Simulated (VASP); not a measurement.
Method: PBE GGA, VASP's PBE PAW potentials (set 64) (plane waves; VASP 6.6.1).

A VASP calculation is set up with these files.

KPOINTS:
```
Automatic mesh
0
Gamma
1 1 1
0 0 0
```

File POSCAR:
```
MnZn31S32
1
   10.8925962364     0.0000000000     0.0000000000
    0.0000000000    10.8925962364    -0.0000000000
   -0.0000000000    -0.0000000000    10.8925962364
Zn S Mn
31 32 1
Direct
  0.5000000000   0.0000000000   0.0000000000
  0.7500000000   0.2500000000   0.0000000000
  0.7500000000   0.0000000000   0.2500000000
  0.0000000000   0.0000000000   0.0000000000
  0.2500000000   0.2500000000   0.0000000000
  0.5000000000   0.5000000000   0.0000000000
  0.7500000000   0.7500000000   0.0000000000
  0.2500000000   0.0000000000   0.2500000000
  0.5000000000   0.2500000000   0.2500000000
  0.7500000000   0.5000000000   0.2500000000
  0.5000000000   0.0000000000   0.5000000000
  0.7500000000   0.2500000000   0.5000000000
  0.7500000000   0.0000000000   0.7500000000
  0.0000000000   0.5000000000   0.0000000000
  0.2500000000   0.7500000000   0.0000000000
  0.0000000000   0.2500000000   0.2500000000
  0.2500000000   0.5000000000   0.2500000000
  0.5000000000   0.7500000000   0.2500000000
  0.0000000000   0.0000000000   0.5000000000
  0.2500000000   0.2500000000   0.5000000000
  0.7500000000   0.7500000000   0.5000000000
  0.2500000000   0.0000000000   0.7500000000
  0.5000000000   0.2500000000   0.7500000000
  0.7500000000   0.5000000000   0.7500000000
  0.0000000000   0.7500000000   0.2500000000
  0.0000000000   0.5000000000   0.5000000000
  0.2500000000   0.7500000000   0.5000000000
  0.0000000000   0.2500000000   0.7500000000
  0.2500000000   0.5000000000   0.7500000000
  0.5000000000   0.7500000000   0.7500000000
  0.0000000000   0.7500000000   0.7500000000
  0.6250000000   0.1250000000   0.1250000000
  0.8750000000   0.3750000000   0.1250000000
  0.8750000000   0.1250000000   0.3750000000
  0.1250000000   0.1250000000   0.1250000000
  0.3750000000   0.3750000000   0.1250000000
  0.6250000000   0.6250000000   0.1250000000
  0.8750000000   0.8750000000   0.1250000000
  0.3750000000   0.1250000000   0.3750000000
  0.6254310000   0.3793190000   0.3786720000
  0.8750000000   0.6250000000   0.3750000000
  0.6250000000   0.1250000000   0.6250000000
  0.8750000000   0.3750000000   0.6250000000
  0.8750000000   0.1250000000   0.8750000000
  0.1250000000   0.6250000000   0.1250000000
  0.3750000000   0.8750000000   0.1250000000
  0.1250000000   0.3750000000   0.3750000000
  0.3759780000   0.6267640000   0.3753730000
  0.6250000000   0.8750000000   0.3750000000
  0.1250000000   0.1250000000   0.6250000000
  0.3761220000   0.3793290000   0.6265310000
  0.6228010000   0.6212150000   0.6266070000
  0.8750000000   0.8750000000   0.6250000000
  0.3750000000   0.1250000000   0.8750000000
  0.6250000000   0.3750000000   0.8750000000
  0.8750000000   0.6250000000   0.8750000000
  0.1250000000   0.8750000000   0.3750000000
  0.1250000000   0.6250000000   0.6250000000
  0.3750000000   0.8750000000   0.6250000000
  0.1250000000   0.3750000000   0.8750000000
  0.3750000000   0.6250000000   0.8750000000
  0.6250000000   0.8750000000   0.8750000000
  0.1250000000   0.8750000000   0.8750000000
  0.4995090000   0.4974530000   0.5035640000
```

INCAR:
```
ALGO = Fast
EDIFF = 1E-5
EDIFFG = -0.03
ENCUT = 400
GGA = PE
IBRION = 2
ISIF = 2
ISMEAR = 0
ISPIN = 2
ISYM = 0
LASPH = .TRUE.
LCHARG = .FALSE.
LMAXMIX = 4
LORBIT = 10
LREAL = Auto
LWAVE = .FALSE.
MAGMOM = 63*0.0 3.0
NELM = 100
NELMIN = 4
NSW = 60
PREC = Normal
SIGMA = 0.05
SYSTEM = MnZn31S32
```

POTCAR, in this order: Zn S Mn_pv (PBE.64 set). Program: vasp_gam.

Output

### OSZICAR
```
       N       E                     dE             d eps       ncg     rms          rms(c)
DAV:   1     0.755604588119E+04    0.75560E+04   -0.22316E+05  1416   0.192E+03
DAV:   2     0.147140492785E+04   -0.60846E+04   -0.59010E+04  1392   0.536E+02
DAV:   3    -0.412288407993E+02   -0.15126E+04   -0.13937E+04  1504   0.215E+02
DAV:   4    -0.232555170770E+03   -0.19133E+03   -0.18872E+03  1592   0.787E+01
DAV:   5    -0.239320873842E+03   -0.67657E+01   -0.67282E+01  1568   0.149E+01    0.412E+01
RMM:   6    -0.226027195141E+03    0.13294E+02   -0.52053E+01  1392   0.142E+01    0.332E+01
RMM:   7    -0.224954319446E+03    0.10729E+01   -0.16610E+01  1397   0.700E+00    0.230E+01
RMM:   8    -0.225231291868E+03   -0.27697E+00   -0.57183E+00  1409   0.322E+00    0.854E+00
RMM:   9    -0.225149367402E+03    0.81924E-01   -0.14454E+00  1482   0.173E+00    0.325E+00
RMM:  10    -0.225001981337E+03    0.14739E+00   -0.39896E-01  1392   0.118E+00    0.136E+00
RMM:  11    -0.225011360702E+03   -0.93794E-02   -0.13746E-01  1404   0.590E-01    0.107E+00
RMM:  12    -0.225012251446E+03   -0.89074E-03   -0.27740E-02  1396   0.402E-01    0.550E-01
RMM:  13    -0.225014536759E+03   -0.22853E-02   -0.90498E-03  1437   0.195E-01    0.480E-01
RMM:  14    -0.225013367808E+03    0.11690E-02   -0.58014E-03  1394   0.109E-01    0.937E-02
RMM:  15    -0.225013516348E+03   -0.14854E-03   -0.14155E-03  1455   0.571E-02    0.170E-01
RMM:  16    -0.225013521896E+03   -0.55483E-05   -0.19494E-04  1410   0.280E-02    0.156E-01
RMM:  17    -0.225013507424E+03    0.14472E-04   -0.22308E-04  1310   0.208E-02    0.274E-02
RMM:  18    -0.225013508722E+03   -0.12986E-05   -0.25481E-05   886   0.101E-02
   1 F= -.22501351E+03 E0= -.22501351E+03  d E =-.225014E+03  mag=     5.0000
       N       E                     dE             d eps       ncg     rms          rms(c)
DAV:   1    -0.224940193742E+03    0.73314E-01   -0.94747E+00  1688   0.697E+00    0.226E+00
RMM:   2    -0.225069168739E+03   -0.12897E+00   -0.12126E+00  1474   0.142E+00    0.124E+00
RMM:   3    -0.225088777120E+03   -0.19608E-01   -0.19740E-01  1459   0.534E-01    0.729E-01
RMM:   4    -0.225090400186E+03   -0.16231E-02   -0.26372E-02  1588   0.216E-01    0.498E-01
RMM:   5    -0.225090072323E+03    0.32786E-03   -0.37306E-03  1483   0.944E-02    0.416E-01
RMM:   6    -0.225089513014E+03    0.55931E-03   -0.26486E-03  1436   0.605E-02    0.181E-01
RMM:   7    -0.225089530685E+03   -0.17672E-04   -0.87360E-04  1423   0.431E-02    0.586E-02
RMM:   8    -0.225089546250E+03   -0.15564E-04   -0.17488E-04  1206   0.190E-02    0.469E-02
RMM:   9    -0.225089515272E+03    0.30978E-04   -0.74857E-05  1046   0.114E-02    0.161E-02
RMM:  10    -0.225089516198E+03   -0.92645E-06   -0.35446E-05   975   0.820E-03
   2 F= -.22508952E+03 E0= -.22508952E+03  d E =-.760075E-01  mag=     5.0000
       N       E                     dE             d eps       ncg     rms          rms(c)
DAV:   1    -0.225033723180E+03    0.55792E-01   -0.46310E+00  1656   0.488E+00    0.156E+00
RMM:   2    -0.225096226808E+03   -0.62504E-01   -0.58572E-01  1478   0.992E-01    0.828E-01
RMM:   3    -0.225105601442E+03   -0.93746E-02   -0.92494E-02  1453   0.375E-01    0.494E-01
RMM:   4    -0.225106241193E+03   -0.63975E-03   -0.11322E-02  1564   0.149E-01    0.332E-01
RMM:   5    -0.225106057565E+03    0.18363E-03   -0.17210E-03  1424   0.669E-02    0.275E-01
RMM:   6    -0.225105794640E+03    0.26293E-03   -0.13624E-03  1426   0.430E-02    0.118E-01
RMM:   7    -0.225105813966E+03   -0.19327E-04   -0.37188E-04  1297   0.287E-02    0.378E-02
RMM:   8    -0.225105813466E+03    0.49988E-06   -0.64131E-05  1051   0.126E-02
   3 F= -.22510581E+03 E0= -.22510581E+03  d E =-.923047E-01  mag=     5.0000
       N       E                     dE             d eps       ncg     rms          rms(c)
DAV:   1    -0.225105594099E+03    0.21987E-03   -0.14533E-02  1648   0.275E-01    0.922E-02
RMM:   2    -0.225105792804E+03   -0.19870E-03   -0.18882E-03  1436   0.618E-02    0.434E-02
RMM:   3    -0.225105821468E+03   -0.28664E-04   -0.27957E-04  1143   0.220E-02    0.266E-02
RMM:   4    -0.225105825267E+03   -0.37998E-05   -0.50976E-05   941   0.101E-02
   4 F= -.22510583E+03 E0= -.22510583E+03  d E =-.923165E-01  mag=     5.0000
       N       E                     dE             d eps       ncg     rms          rms(c)
DAV:   1    -0.225105648047E+03    0.17342E-03   -0.13207E+00  1584   0.248E+00    0.498E-01
RMM:   2    -0.225110852671E+03   -0.52046E-02   -0.51529E-02  1457   0.369E-01    0.208E-01
RMM:   3    -0.225111641396E+03   -0.78873E-03   -0.81640E-03  1417   0.140E-01    0.158E-01
RMM:   4    -0.225111706544E+03   -0.65147E-04   -0.11801E-03  1490   0.597E-02    0.122E-01
RMM:   5    -0.225111684655E+03    0.21889E-04   -0.19482E-04  1347   0.283E-02    0.103E-01
RMM:   6    -0.225111650668E+03    0.33987E-04   -0.20024E-04  1237   0.204E-02    0.321E-02
RMM:   7    -0.225111655797E+03   -0.51289E-05   -0.64965E-05  1047   0.146E-02
   5 F= -.22511166E+03 E0= -.22511166E+03  d E =-.583053E-02  mag=     5.0000
       N       E                     dE             d eps       ncg     rms          rms(c)
DAV:   1    -0.225103337629E+03    0.83130E-02   -0.21245E+00  1592   0.315E+00    0.642E-01
RMM:   2    -0.225111717908E+03   -0.83803E-02   -0.83746E-02  1458   0.470E-01    0.268E-01
RMM:   3    -0.225113045825E+03   -0.13279E-02   -0.13602E-02  1417   0.179E-01    0.202E-01
RMM:   4    -0.225113162343E+03   -0.11652E-03   -0.19903E-03  1491   0.773E-02    0.150E-01
RMM:   5    -0.225113127494E+03    0.34849E-04   -0.32857E-04  1432   0.368E-02    0.127E-01
RMM:   6    -0.225113074775E+03    0.52719E-04   -0.31759E-04  1365   0.253E-02    0.399E-02
RMM:   7    -0.225113082900E+03   -0.81249E-05   -0.10084E-04  1103   0.177E-02    0.303E-02
RMM:   8    -0.225113076225E+03    0.66748E-05   -0.17014E-05   882   0.726E-03
   6 F= -.22511308E+03 E0= -.22511308E+03  d E =-.725096E-02  mag=     5.0000
       N       E                     dE             d eps       ncg     rms          rms(c)
DAV:   1    -0.225112626574E+03    0.45633E-03   -0.16197E-01  1584   0.870E-01    0.176E-01
RMM:   2    -0.225113243069E+03   -0.61650E-03   -0.61716E-03  1456   0.125E-01    0.701E-02
RMM:   3    -0.225113338772E+03   -0.95703E-04   -0.96703E-04  1412   0.474E-02    0.515E-02
RMM:   4    -0.225113349458E+03   -0.10685E-04   -0.16668E-04  1228   0.206E-02    0.397E-02
RMM:   5    -0.225113346740E+03    0.27179E-05   -0.21984E-05   896   0.970E-03
   7 F= -.22511335E+03 E0= -.22511335E+03  d E =-.752147E-02  mag=     5.0000
       N       E                     dE             d eps       ncg     rms          rms(c)
DAV:   1    -0.225112274857E+03    0.10746E-02   -0.51993E-01  1600   0.164E+00    0.306E-01
RMM:   2    -0.225114444407E+03   -0.21695E-02   -0.20286E-02  1466   0.222E-01    0.105E-01
RMM:   3    -0.225114798567E+03   -0.35416E-03   -0.32016E-03  1434   0.827E-02    0.728E-02
RMM:   4    -0.225114823974E+03   -0.25407E-04   -0.38972E-04  1475   0.346E-02    0.663E-02
RMM:   5    -0.225114817866E+03    0.61078E-05   -0.53203E-05  1111   0.162E-02
   8 F= -.22511482E+03 E0= -.22511482E+03  d E =-.147113E-02  mag=     5.0000
       N       E                     dE             d eps       ncg     rms          rms(c)
DAV:   1    -0.225113519399E+03    0.13046E-02   -0.36596E-01  1616   0.138E+00    0.251E-01
RMM:   2    -0.225115016110E+03   -0.14967E-02   -0.14032E-02  1463   0.180E-01    0.929E-02
RMM:   3    -0.225115267005E+03   -0.25090E-03   -0.22655E-03  1437   0.675E-02    0.638E-02
RMM:   4    -0.225115283282E+03   -0.16276E-04   -0.25831E-04  1399   0.278E-02    0.575E-02
RMM:   5    -0.225115278214E+03    0.50678E-05   -0.35444E-05   959   0.131E-02
   9 F= -.22511528E+03 E0= -.22511528E+03  d E =-.193147E-02  mag=     5.0000
```

OUTCAR:
```
------------------------ aborting loop because EDIFF is reached ----------------------------------------
  FORCE on cell =-STRESS in cart. coord.  units (eV):
  Direction    XX          YY          ZZ          XY          YZ          ZX
  --------------------------------------------------------------------------------------
  Total        1.8564530      1.8886399      1.8851772     -0.0071566      0.0113681     -0.0165844
  in kB        2.3014436      2.3413456      2.3370529     -0.0088721      0.0140931     -0.0205596
  external PRESSURE =       2.3266140 kB  Pullay stress =       0.0000000 kB
  volume of cell :     1292.39
      direct lattice vectors                 reciprocal lattice vectors
    10.892596236  0.000000000  0.000000000     0.091805478  0.000000000  0.000000000
     0.000000000 10.892596236  0.000000000     0.000000000  0.091805478  0.000000000
     0.000000000  0.000000000 10.892596236     0.000000000  0.000000000  0.091805478
  FREE ENERGIE OF THE ION-ELECTRON SYSTEM (eV)
  ---------------------------------------------------
  free  energy   TOTEN  =      -225.1152782141 eV

  energy  without entropy=     -225.1152782141  energy(sigma->0) =     -225.11527821

 total charge

# of ion       s       p       d       tot
------------------------------------------
    1        0.510   0.463   9.798  10.771
    2        0.508   0.458   9.798  10.764
    3        0.508   0.458   9.798  10.764
    4        0.508   0.458   9.798  10.764
    5        0.508   0.459   9.798  10.765
    6        0.508   0.458   9.798  10.764
    7        0.508   0.459   9.798  10.765
    8        0.508   0.458   9.798  10.764
    9        0.509   0.460   9.798  10.767
   10        0.509   0.459   9.798  10.766
   11        0.507   0.458   9.798  10.763
   12        0.509   0.459   9.798  10.766
   13        0.508   0.459   9.798  10.765
   14        0.510   0.463   9.798  10.771
   15        0.508   0.459   9.798  10.765
   16        0.508   0.458   9.798  10.764
   17        0.509   0.460   9.798  10.766
   18        0.509   0.459   9.798  10.766
   19        0.510   0.462   9.798  10.770
   20        0.509   0.459   9.798  10.766
   21        0.509   0.460   9.798  10.767
   22        0.508   0.459   9.798  10.764
   23        0.509   0.460   9.798  10.767
   24        0.509   0.460   9.798  10.767
   25        0.508   0.458   9.798  10.764
   26        0.508   0.458   9.798  10.763
   27        0.509   0.460   9.798  10.767
   28        0.508   0.459   9.798  10.765
   29        0.509   0.460   9.798  10.766
   30        0.509   0.460   9.798  10.767
   31        0.508   0.459   9.798  10.765
   32        1.311   2.436   0.000   3.747
   33        1.311   2.436   0.000   3.747
   34        1.311   2.436   0.000   3.747
   35        1.311   2.436   0.000   3.747
   36        1.311   2.436   0.000   3.747
   37        1.311   2.436   0.000   3.747
   38        1.311   2.436   0.000   3.747
   39        1.311   2.436   0.000   3.747
   40        1.311   2.444   0.000   3.755
   41        1.311   2.436   0.000   3.747
   42        1.311   2.436   0.000   3.747
   43        1.311   2.436   0.000   3.747
   44        1.311   2.436   0.000   3.747
   45        1.311   2.436   0.000   3.747
   46        1.311   2.436   0.000   3.747
   47        1.311   2.436   0.000   3.747
   48        1.311   2.444   0.000   3.755
   49        1.311   2.436   0.000   3.747
   50        1.311   2.436   0.000   3.747
   51        1.311   2.444   0.000   3.755
   52        1.311   2.445   0.000   3.755
   53        1.311   2.436   0.000   3.747
   54        1.311   2.436   0.000   3.747
   55        1.311   2.436   0.000   3.747
   56        1.311   2.436   0.000   3.747
   57        1.311   2.436   0.000   3.747
   58        1.311   2.436   0.000   3.747
   59        1.311   2.436   0.000   3.747
   60        1.311   2.436   0.000   3.747
   61        1.311   2.436   0.000   3.747
   62        1.311   2.436   0.000   3.747
   63        1.311   2.436   0.000   3.747
   64        0.266   6.229   4.943  11.437
--------------------------------------------------
tot         57.973  98.451 308.686 465.110

 magnetization (x)

# of ion       s       p       d       tot
------------------------------------------
    1        0.000   0.000   0.000   0.001
    2       -0.000  -0.000   0.000  -0.000
    3       -0.000  -0.000   0.000   0.000
    4       -0.000   0.000  -0.000  -0.000
    5       -0.000  -0.000   0.000   0.000
    6       -0.000  -0.000   0.000   0.000
    7       -0.000   0.000   0.000   0.000
    8       -0.000  -0.000   0.000   0.000
    9        0.002   0.002   0.002   0.007
   10        0.002   0.002   0.002   0.007
   11       -0.000  -0.000   0.000   0.000
   12        0.002   0.002   0.002   0.007
   13       -0.000  -0.000   0.000  -0.000
   14        0.000   0.000   0.000   0.001
   15       -0.000  -0.000   0.000  -0.000
   16       -0.000  -0.000   0.000  -0.000
   17        0.002   0.002   0.002   0.007
...
```
(Selected blocks of OUTCAR.)

CONTCAR:
```
MnZn31S32
   1.00000000000000
    10.8925962363999993    0.0000000000000000    0.0000000000000000
     0.0000000000000000   10.8925962363999993    0.0000000000000000
     0.0000000000000000    0.0000000000000000   10.8925962363999993
  Zn              S               Mn
    31    32     1
Direct
     0.5000789049063104    0.0000380717840691    0.0001595444088027
     0.7500492581417942    0.2498398420763747    0.0002677624088062
     0.7499725697138223    0.9999800098376957    0.2500793715398099
     0.9999865231214445    0.9999690613806285    0.0000117027881227
     0.2501696205473510    0.2501084708642653    0.0002041146785477
     0.4999379491150426    0.4999538704845204    0.0001541870758918
     0.7499892225451953    0.7500191768215139    0.9999748504374052
     0.2501600037602740    0.0002019729215987    0.2501765657203143
     0.5002681308363492    0.2499239727676955    0.2499320420444555
     0.7506401500884196    0.5002725990206615    0.2495899568856154
     0.4999666446254943    0.0000583511420741    0.4999592062696669
     0.7505966553339678    0.2495843437999899    0.5001240803132951
     0.7499281603114514    0.0000064209788988    0.7499335794519678
     0.9999679351370004    0.5000625169206109    0.0002573565360574
     0.2498562061950931    0.7501498825307547    0.0002751570472662
     0.0001130919655125    0.2501235988370933    0.2501292087060387
     0.2497100752984337    0.5002135544376630    0.2496799582725979
     0.5001576086243276    0.7506775776002869    0.2494801482730820
     0.9999337672590574    0.9999252361325832    0.5000349780427983
     0.2495195064664801    0.2495980359451385    0.5001390242982636
     0.7502226092326127    0.7501936314378825    0.5003177134711052
     0.2499809774305253    0.0000318520206606    0.7500100473332600
     0.5001000764579013    0.2493733215345579    0.7507865983430396
     0.7506913413472558    0.4997295223324414    0.7507834604796105
     0.0000464611431999    0.7500437788896286    0.2500370339353481
     0.0000348822066036    0.4999981536955490    0.4999348422924345
     0.2494514995886818    0.7507273847085790    0.5000596161972428
     0.0001467094999407    0.2498779221484403    0.7500450840328168
     0.2490578352460543    0.5004719922596520    0.7510124040008169
     0.4998774910749330    0.7506172388709260    0.7507790564877996
     0.9998662704264686    0.7501213743322231    0.7499652122897278
     0.6249645483122341    0.1248457950695577    0.1250677342473168
     0.8753074265685553    0.3750172295333589    0.1248551267051045
     0.8753059140237026    0.1248020309681310    0.3750296116520107
     0.1250030918633615    0.1250453657015018    0.1250286116442653
     0.3751200616315818    0.3750231412065535    0.1253196063759703
     0.6250408041126511    0.6250496365862765    0.1250296481717475
     0.8749713847340336    0.8750372331188220    0.1250130661885843
     0.3750980401797786    0.1253605535506215    0.3751104547739037
     0.6266377323804003    0.3738382055405332    0.3738174821834713
     0.8749093226434344    0.6251776183730837    0.3752416911844081
     0.6249663495688035    0.1252273183149927    0.6250577390632382
     0.8751290598165570    0.3749769168787361    0.6251944116504241
     0.8749864026938774    0.1250007593074445    0.8750100508753001
     0.1247441690598325    0.6250202800839871    0.1248555921418011
     0.3749584724499505    0.8754741526346556    0.1247647174725711
     0.1252488434179071    0.3750875658960526    0.3750761600677838
     0.3734532882919557    0.6269428941034705    0.3735124558960697
     0.6250846784290931    0.8748268855940708    0.3752030943681715
     0.1246615407149187    0.1246500967298656    0.6250991719509381
     0.3728648579378616    0.3733782930146706    0.6275033495385669
     0.6266719534552403    0.6264404795218266    0.6272549955079264
     0.8750609464084023    0.8752571256523400    0.6250519392776432
     0.3749269074289336    0.1246815158229690    0.8754498671760178
     0.6249868107291406    0.3748538793509043    0.8751838037034273
     0.8754338883572812    0.6250911437206217    0.8754583949522968
     0.1246829738932697    0.8754865667985925    0.3750037664995026
     0.1249741491429455    0.6252464097813810    0.6250047417132711
     0.3750501372497919    0.8749047288991538    0.6250913812763592
     0.1245525502001147    0.3748730116812742    0.8756023157054862
     0.3750073751385999    0.6252044677328927    0.8752402775086344
     0.6250196502708114    0.8754518963858806    0.8754542873032710
     0.1249823257564669    0.8750267987458954    0.8749910939064902
     0.4995572054915235    0.4998872651852270    0.5008764952560206
```

The supercell is sampled at Γ alone, which is coarse: total energies, pressure and levels can be off, energies of defects by several tenths of an eV. The moments were started parallel, and other spin orders were not tried in this run.

The cell is a supercell with a defect, built from ZnS (zinc blende): Mn_Zn.
